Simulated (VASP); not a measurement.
Set up this calculation in VASP 6.6.1, as the native input.

```
Task                   : relaxation of cell and atoms
Functional             : PBEsol
Potentials or basis    : VASP PAW PBE potentials, release 64 (Sn_d, Te)
Cutoff                 : 600 eV
k mesh                 : 10 × 10 × 10
Occupations            : gaussian, width 0.03 eV
Spin                   : no spin polarisation
Further INCAR settings : ALGO = Normal; EDIFF = 1e-07; IBRION = 2; EDIFFG = -0.005; NSW = 90; ISIF = 3
```

The structure of SnTe lies in POSCAR:

```
SnTe                                    
1.0
    0.0000000000      3.1448388752      3.1448388752
    3.1448388752     -0.0000000000      3.1448388752
    3.1448388752      3.1448388752      0.0000000000
  Sn              Te            
     1     1
Direct
     0.0000000000000000    0.0000000000000000    0.0000000000000000
     0.5000000000000000    0.5000000000000000    0.5000000000000000
```

The input as run:

INCAR

```
  PREC = Accurate
  ENCUT = 600
  EDIFF = 1E-7
  ISMEAR = 0
  SIGMA = 0.03
  LREAL = False
  LASPH = True
  NELM = 80
  ALGO = Normal
  ISIF = 3
  LWAVE = False
  LCHARG = False
  GGA = PS
  IBRION = 2
  NSW = 90
  EDIFFG = -0.005
  KPAR = 4
```

KPOINTS

```
regular mesh
0
Gamma
  10 10 10
```

Potentials or basis: VASP PAW PBE potentials, release 64 (Sn_d, Te).

Launch:

```console
$ cat potpaw_PBE.64/Sn_d/POTCAR potpaw_PBE.64/Te/POTCAR > POTCAR
$ mpirun -np 4 vasp_std > vasp.out
```

Results of the run:

```yaml
Pressure_after_relaxing: 0.0 GPa
Band_gap_on_the_k_mesh: 0.16 eV, direct
```

Caveat: the relaxation stopped at its first step, so nothing moved; the PAW data sets were made with another functional, which shifts forces and pressure a little; spin-orbit coupling is left out, which moves the levels of the heavy elements.

It took 17 s on 4 MPI ranks on Intel(R) Xeon(R) Platinum 8488C (Sapphire Rapids) (shared host), peak memory 0.23 GiB a rank.
